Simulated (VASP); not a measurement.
Runs of VASP 6.6.1 on Cs2H. The structure is hexagonal, space group P6/mmm (No. 191). The conventional cell has a = 5.547 Å, b = 5.547 Å, c = 4.523 Å, α = 90.00°, β = 90.00°, γ = 120.00°. Cs (site symmetry -6m2) has 3 Cs at 3.20 Å and 3 H at 3.20 Å as nearest neighbours. Around H (site symmetry 6/mmm) lie 6 Cs at 3.20 Å. The cell was built by a generator and needn't be a form met in nature.

| task | level | cell | cutoff (eV) | smearing | optimiser | other keys | gap on the mesh (eV) | pressure (GPa) | relaxed volume (Å³/atom) |
| --- | --- | --- | --- | --- | --- | --- | --- | --- | --- |
| single point | PBE | as given | 520 | fermi-dirac 0.05 eV | - | - | none | 4.1 | - |
| relaxation of cell and atoms | PBE | relaxed | 600 | gaussian 0.05 eV | - | - | none | 0.0 | 63.60 |
| relaxation of cell and atoms | PBEsol | relaxed | 600 | gaussian 0.05 eV | - | - | none | 0.0 | (a) |
| relaxation of the atoms | PW91 | atoms relaxed from: volume scaled by 1.25 | 520 | tetrahedron | vasp | ISMEAR = -5; SIGMA = 0.02 | none | 1.2 | - |

Alike in all rows: potentials or basis VASP PAW PBE potentials, release 64 (Cs_sv, H); no spin polarisation; k mesh 6 × 6 × 6.

Problem. Estimate the missing entries.

Solution. (a) 56.20.

Caveats: the volume moved by over 15 % at a fixed basis, so the end points are rough (some runs); the PAW data sets were made with another functional, which shifts forces and pressure a little (some runs); the relaxation stopped at its first step, so nothing moved (some runs); tetrahedron occupations give inexact forces and stress in metals (some runs).

A k mesh can miss the band edges, and the runs leave out spin-orbit coupling on Cs.

A gap of «none» marks a metal or a gap under the smearing width.
